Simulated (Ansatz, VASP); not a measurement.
# Cross-check of SiC (Moissanite) between VASP and Ansatz, part 2 of 2

One calculation is typed for both programs; each brings its own data sets. How far apart do they land? The cell is taken from a series of runs on this material, whose earlier steps may have relaxed, scaled, displaced or heated it; both programs get it as it stands.

VASP 6.6.1 and Ansatz 0.2.0.

So far: Starting point; Ansatz: relaxation of cell and atoms, LDA; VASP: relaxation of cell and atoms, LDA; Side by side.

## (5) VASP: zone-centre phonons, LDA

Level of this step: LDA; plane waves and PAW (Si, C) (VASP).

Second derivatives magnify differences that forces hide, and they need a tight electronic threshold.

Input file INCAR:

```
SYSTEM = SiC
PREC = Accurate
ENCUT = 600
EDIFF = 1E-08
NELM = 120
ISMEAR = 0
SIGMA = 0.01
LREAL = .FALSE.
ALGO = Normal
GGA = CA
NBANDS = 14
LORBIT = 11
LWAVE = .FALSE.
LCHARG = .FALSE.
ISIF = 2
IBRION = 8
LEPSILON = .TRUE.
LASPH = .TRUE.
GGA_COMPAT = .FALSE.
EFERMI = MIDGAP
KPAR = 2
```

Input file POSCAR:

```
SiC
1.0
    3.0690080245      0.0000000000      0.0000000000
   -1.5345040122      2.6578389137      0.0000000000
    0.0000000000      0.0000000000      5.0228135922
Si C
2 2
Direct
    0.3333333333      0.6666666667      0.0044098441
    0.6666666667      0.3333333333      0.5044098441
    0.3333333333      0.6666666667      0.3805901559
    0.6666666667      0.3333333333      0.8805901559
```

Input file KPOINTS:

```
Automatic mesh
0
Gamma
6 6 4
0 0 0
```

Potentials, in the order of the species: Si and C (LDA family, release 64).

Command:

```console
> mpirun -np 2 vasp_std
```

Numbers of over 12 decimals in the logs are rounded to 6 here.

The log of the run:

```text
[... set-up lines as in an earlier step ...]
 entering main loop
       N       E                     dE             d eps       ncg     rms          rms(c)
DAV:   1     0.310515723442E+02    0.31052E+02   -0.79232E+03   588   0.115E+03
DAV:   2    -0.342796546717E+02   -0.65331E+02   -0.59965E+02   810   0.182E+02
DAV:   3    -0.373871775559E+02   -0.31075E+01   -0.30922E+01   816   0.377E+01
DAV:   4    -0.374198392498E+02   -0.32662E-01   -0.32652E-01   666   0.463E+00
[...]
DAV:  12    -0.332675722499E+02    0.11787E-05   -0.30966E-06   726   0.110E-02    0.666E-03
DAV:  13    -0.332675718812E+02    0.36877E-06   -0.13282E-06   744   0.682E-03    0.141E-03
DAV:  14    -0.332675718872E+02   -0.60302E-08   -0.62409E-08   696   0.194E-03
   1 F= -.33267572E+02 E0= -.33267572E+02  d E =0.000000E+00
 Linear response reoptimize wavefunctions to high precision
DAV:   1    -0.332675718876E+02   -0.41678E-09   -0.68126E-10   624   0.221E-04
DAV:   2    -0.332675718877E+02   -0.82309E-10   -0.70450E-11   384   0.725E-05
 Linear response G [H, r] |phi>, progress :
  Direction:   1
[...]
RMM:  12    -0.125237153430E+00   -0.86449E-08   -0.70646E-08  3515   0.385E-05    0.351E-07
 first order change of Fermi-energy  -0.45276E+00
 force on displaced ion       3 direction 1 : -19.453  -0.001  -0.000
 Born effective charge ion    3 direction 1 :  -2.780  -0.000  -0.000
 Linear response progress:
  Degree of freedom:   4/  4
       N       E                     dE             d eps       ncg     rms          rms(c)
RMM:   1    -0.139015100651E+00   -0.13902E+00    0.90192E-02  1418   0.214E+00
RMM:   2    -0.134519398141E+00    0.44957E-02   -0.71613E-04  1100   0.442E-01    0.225E-01
RMM:   3    -0.134163690302E+00    0.35571E-03   -0.20639E-03  1130   0.242E-01    0.111E-01
RMM:   4    -0.134792381634E+00   -0.62869E-03   -0.46567E-04  1116   0.119E-01    0.391E-02
[...]
RMM:  10    -0.135001160315E+00    0.17558E-06    0.98496E-08  1211   0.839E-05    0.121E-05
RMM:  11    -0.135001212298E+00   -0.51983E-07    0.31345E-07  1298   0.373E-05    0.361E-06
RMM:  12    -0.135001206824E+00    0.54738E-08    0.63151E-08  1237   0.213E-05    0.110E-06
 first order change of Fermi-energy   0.40876E+00
 force on displaced ion       3 direction 3 :   0.000  -0.000 -24.401
 Born effective charge ion    3 direction 3 :  -0.000   0.000  -2.857
 Born effective charges drift removed
 Linear response finished
```

OUTCAR, selected parts (step 5):

```text
  Total       -0.6009337     -0.6009337     -0.2803451     -0.0000000      0.0000000      0.0000000
  in kB      -23.4997574    -23.4997574    -10.9630109     -0.0000000      0.0000000      0.0000000
  external PRESSURE =     -19.3208419 kB  Pullay stress =       0.0000000 kB

 POSITION                                       TOTAL-FORCE (eV/Angst)
 -----------------------------------------------------------------------------------
     -0.00000      1.77189      0.02215         0.000000     -0.000000     -0.002264
      1.53450      0.88595      2.53356        -0.000000     -0.000000     -0.002264
     -0.00000      1.77189      1.91163        -0.000000      0.000000      0.002264
      1.53450      0.88595      4.42304         0.000000     -0.000000      0.002264
 -----------------------------------------------------------------------------------
    total drift:                               -0.000000      0.000000     -0.000096

 MACROSCOPIC STATIC DIELECTRIC TENSOR (including local field effects in DFT)
 ------------------------------------------------------
           7.369773     0.000000     0.000000
           0.000000     7.369773    -0.000000
           0.000000     0.000000     7.195412
 ------------------------------------------------------

 MACROSCOPIC STATIC DIELECTRIC TENSOR IONIC CONTRIBUTION
 ------------------------------------------------------
           3.320302     0.000000    -0.000000
           0.000000     3.320302     0.000000
          -0.000000     0.000000     4.022472
 ------------------------------------------------------

[... 1 part as in an earlier step ...]

[... 1 further part left out ...]
```

## (6) Ansatz: zone-centre phonons, LDA

The same cell, functional (in two slightly different forms) and mesh now go to Ansatz.

The cell is taken from a series of runs on this material, whose earlier steps may have relaxed, scaled, displaced or heated it; both programs get it as it stands.

Input file input.yaml:

```yaml
crystal:
  lattice:
    - [3.0690080245, 0.0, 0.0]
    - [-1.5345040122, 2.6578389137, 0.0]
    - [0.0, 0.0, 5.0228135922]
  atoms:
    - { symbol: Si, position: [0.3333333333, 0.6666666667, 0.0044098441] }
    - { symbol: Si, position: [0.6666666667, 0.3333333333, 0.5044098441] }
    - { symbol: C, position: [0.3333333333, 0.6666666667, 0.3805901559] }
    - { symbol: C, position: [0.6666666667, 0.3333333333, 0.8805901559] }
kpoints:
  mp_grid: { grid: [6, 6, 4] }
hamiltonian:
  xc: lda
scf:
  occupations: { method: fixed }
output:
  eigenvalues: true
basis:
  ecutwfc: 260.0
phonons:
  method: dfpt
  dielectric: true
  rigid_motions: translations
```

Command:

```console
> ansatz run input.yaml --threads 4 --pin off --max-ram 7168MiB --backend cpu --events-out ev --progress --plain --runs-dir out
```

The log of the run:

```text
[...]
Crystal: 4 atoms, lattice volume = 40.971 Å³
Basis set: ecut = 260 eV, 379 PW (Γ), exchange–correlation on 36×36×60 points (8 copies of the dense FFT grid, shifted against one another)
Bands: 12, of which v1, the nominal top of the filled ones, is band 8 counted from 1 (7 counted from 0)
Symmetry: 12 space group operations
k-points: 47 of 144 (irreducible under 2 space group operations, time reversal used)
[...]
optical modes at Γ + LO–TO along q̂ = [1.0000, 0.0000, 0.0000]:
      ω (cm⁻¹)  modes    IR ((D/Å)²/amu)
[...]
optical modes at Γ + LO–TO along q̂ = [0.0000, 1.0000, 0.0000]:
      ω (cm⁻¹)  modes    IR ((D/Å)²/amu)
[...]
optical modes at Γ + LO–TO along q̂ = [0.0000, 0.0000, 1.0000]:
      ω (cm⁻¹)  modes    IR ((D/Å)²/amu)
[...]
780.59      2             0.0000
        818.25      2            78.3575
        825.24      1             0.0000
        973.23      1            44.9393
[key lines of the parts left out:]
SCF converged after 8 iterations
Free energy (F): -1703.456113 eV
Fermi energy:    9.585035 eV
```

## (7) Differences

What differs besides the data sets and the points named for the pairs above, as far as they apply: fixed occupations in Ansatz, narrow Gaussian smearing in VASP; VASP's response is taken on the typed mesh, Ansatz refines its own for the field response alone. Total energies have different zeros and are not compared.

Both answers:

```tsv
quantity	Ansatz	VASP	difference
ε∞ xx	6.92	7.37	-6.09 %
ε∞ yy	6.92	7.37	-6.09 %
ε∞ zz	7.27	7.20	+0.99 %
Born charge of Si1 (mean of the diagonal) (e)	2.74	2.76	-0.02
Born charge of C3 (mean of the diagonal) (e)	-2.74	-2.76	+0.02
optical mode 1 to 2 (cm⁻¹)	252.1	257.7	-2.18 %
optical mode 3 (cm⁻¹)	603.9	595.0	+1.49 %
optical mode 4 to 5 (cm⁻¹)	780.6	758.0	+2.97 %
optical mode 6 (cm⁻¹)	790.7	763.8	+3.53 %
optical mode 7 to 8 (cm⁻¹)	818.2	792.7	+3.22 %
optical mode 9 (cm⁻¹)	825.2	834.5	-1.11 %
```

Modes are paired by rising frequency, not by their patterns, so a pair may set unlike modes beside each other; they are those without the splitting of longitudinal modes.

## (8) Outcome

```
difference in volume (relaxation of cell and atoms, LDA)                                                          : 0.87 %
r.m.s. difference of the optical zone-centre modes, each program's sorted by frequency (zone-centre phonons, LDA) : 19 cm⁻¹
difference in ε∞ xx (zone-centre phonons, LDA)                                                                    : -6.1 %
```

**Reading.** The difference in volume is 0.87 % (relaxation of cell and atoms, LDA), within the 1.2 % picked in this series as the mark of a large difference, as far as the stopping tolerances let one tell. Among the rows given in per cent, the largest difference of the zone-centre phonons, LDA pair is in ε∞ xx, -6.1 %. How closely two codes agree says nothing of how well the functional describes the real material.

[Lines on the potential files, build, host, timing and source positions are cut from VASP's logs without a mark.]

[Logs are printed without paths, hosts, clocks, repeated set-up lines and the standing remarks that a program may print on its own settings, such as how far it seeks lower states.]

[Hosts, paths, dates, database ids (printed as entryN), source tags and the programs' standing remarks are cut or masked in the printed files.]
